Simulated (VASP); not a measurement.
The system is Ga2O3.

```
Ga O
1.0
     2.49870    1.44262    4.48355
    -2.49870    1.44262    4.48355
     0.00000   -2.88525    4.48355
Ga O
4 6
Direct
  0.85559 0.85559 0.85559
  0.64441 0.64441 0.64441
  0.14441 0.14441 0.14441
  0.35559 0.35559 0.35559
  0.75000 0.44683 0.05317
  0.44683 0.05317 0.75000
  0.05317 0.75000 0.44683
  0.25000 0.55317 0.94683
  0.94683 0.25000 0.55317
  0.55317 0.94683 0.25000
```

The cell is a database's computed one.

```yaml
Program: VASP 6.6.1
Task: relaxation of cell and atoms
Functional: PBE
Potentials_or_basis: VASP PAW PBE potentials, release 64 (Ga_d, O)
Cutoff: 600 eV
k_mesh: 7 × 7 × 7
Occupations: gaussian, width 0.02 eV
Spin: no spin polarisation
```

At the start: pressure 8.7 GPa; volume 9.70 Å³/atom.

Where does the relaxation end?

Over 12 steps the energy falls by 10.5 meV/atom and the volume is 10.10 Å³/atom (+4.1 %); space group R-3c (No. 167, to 0.05 Å).

Step by step:
| step | energy change (eV) | largest force (eV/Å) | pressure (GPa) | volume (Å³) |
| --- | --- | --- | --- | --- |
| 1 | 0.0000 | 0.0663 | 8.71 | 96.97 |
| 2 | -0.0293 | 0.0197 | -6.44 | 104.56 |
| 3 | -0.1044 | 0.0392 | -0.03 | 100.96 |
| 4 | -0.1044 | 0.0404 | 0.18 | 100.88 |
| 5 | -0.1047 | 0.0093 | 0.11 | 100.90 |
| 6 | -0.1048 | 0.0059 | 0.10 | 100.90 |
| 7 | -0.1048 | 0.0055 | 0.11 | 100.90 |
| 8 | -0.1048 | 0.0057 | 0.11 | 100.90 |
| 9 | -0.1048 | 0.0071 | 0.11 | 100.90 |
| 10 | -0.1048 | 0.0020 | -0.08 | 101.00 |
| 11 | -0.1048 | 0.0067 | 0.02 | 100.97 |
| 12 | -0.1048 | 0.0027 | -0.06 | 100.98 |

Final structure:
```
Ga O
1.0
     2.53223    1.46198    4.54603
    -2.53223    1.46198    4.54603
     0.00000   -2.92397    4.54603
Ga O
4 6
Direct
  0.85590 0.85590 0.85590
  0.64410 0.64410 0.64410
  0.14410 0.14410 0.14410
  0.35590 0.35590 0.35590
  0.75000 0.44688 0.05312
  0.44688 0.05312 0.75000
  0.05312 0.75000 0.44688
  0.25000 0.55312 0.94688
  0.94688 0.25000 0.55312
  0.55312 0.94688 0.25000
```
